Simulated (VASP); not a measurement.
An input for Quantum ESPRESSO's pw.x (written as the equivalent of a VASP run, and not itself run):

```
&CONTROL
  calculation = 'vc-relax'
  pseudo_dir = './pseudo'
  outdir = './out'
  tprnfor = .true.
  tstress = .true.
  nstep = 40
  forc_conv_thr = 0.00078
/
&SYSTEM
  ibrav = 0
  nat = 2
  ntyp = 2
  ecutwfc = 92
  occupations = 'smearing'
  smearing = 'methfessel-paxton'
  degauss = 0.00735
  input_dft = 'pbesol'
/
&ELECTRONS
  conv_thr = 7.3e-08
  electron_maxstep = 100
/
&IONS
/
&CELL
  press = 100
/
ATOMIC_SPECIES
  Cu 63.546 Cu.upf
  Au 196.967 Au.upf
CELL_PARAMETERS angstrom
     2.7375461    0.0000000    0.0000000
     0.0000000    2.7375461    0.0000000
    -0.0000000   -0.0000000    3.6066208
ATOMIC_POSITIONS crystal
  Cu   0.0000000  0.0000000  0.0000000
  Au   0.5000000  0.5000000  0.5000000
K_POINTS automatic
  13 13 10 0 0 0
```

Q: Write the VASP files for the same calculation (PBEsol).

A: This is not unique; one that fits is 
**INCAR**
```
SYSTEM  =  CuAu
PREC  =  Accurate; ENCUT  =  500; LREAL  =  .FALSE.
LASPH  =  .TRUE.
EDIFF  =  1E-6; NELM  =  100; ALGO  =  Normal
LMAXMIX  =  6
ISMEAR  =  1; SIGMA  =  0.1
GGA  =  PS
IBRION  =  2; NSW  =  40; ISIF  =  3
EDIFFG  =  -0.02; PSTRESS  =  100
LWAVE  =  .FALSE.; LCHARG  =  .FALSE.
```

### POSCAR
```
CuAu
1.0
  2.7375460611   0.0000000000   0.0000000000
  0.0000000000   2.7375460611   0.0000000000
  0.0000000000   0.0000000000   3.6066207854
Cu Au
1 1
direct
  0.0000000000   0.0000000000   0.0000000000
  0.5000000000   0.5000000000   0.5000000000
```

**KPOINTS**
```
Automatic mesh
0
gamma
 13 13 10
0 0 0
```

POTCAR, in this order: Cu Au (PBE.64 set). Program: vasp_std.

Limits of the translation: the potentials are each code's own (VASP's PAW set, PseudoDojo norm-conserving files in pw.x), so ENCUT and ecutwfc are chosen apart and not converted; conv_thr bounds pw.x's estimated SCF error, while EDIFF bounds the energy change between steps; forc_conv_thr acts on force components and is met together with etot_conv_thr.

The compound is CuAu in the L1_0 structure. This run relaxes it under an external pressure of 10 GPa. Symmetry was kept, so distortions that lower it aren't found.
